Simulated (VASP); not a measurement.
Consider the following.

```cif
data_INa
_chemical_formula_sum 'Na1 I1'
_space_group_name_H-M_alt 'P 1'
_space_group_IT_number 1
_cell_length_a 4.42927
_cell_length_b 4.42927
_cell_length_c 4.42927
_cell_angle_alpha 60.000
_cell_angle_beta 60.000
_cell_angle_gamma 60.000
loop_
_space_group_symop_operation_xyz
  'x, y, z'
loop_
_atom_site_label
_atom_site_type_symbol
_atom_site_fract_x
_atom_site_fract_y
_atom_site_fract_z
_atom_site_occupancy
Na1 Na 0.00000 0.00000 0.00000 1
I1 I 0.50000 0.50000 0.50000 1
```

All values below come from LDA (Ceperley-Alder, Perdew-Zunger), VASP's LDA PAW potentials (set 64) (plane waves; VASP). Run with 520 eV cut-off, 7×7×7 Γ-centred mesh, Gaussian smearing of 0.050 eV, potentials Na_pv I.

Give the energy at these volumes per atom, relative to the lowest: 28.86, 29.78, 30.70, 31.62, 32.54 Å³.

8.3, 2.0, 0.0, 1.6, 6.2 meV/atom. A third-order Birch-Murnaghan fit gives B0 = 20.8 GPa and B0′ = 4.8.

The compound is NaI in the rock salt structure. It was relaxed first, which changed the volume by -9 %.
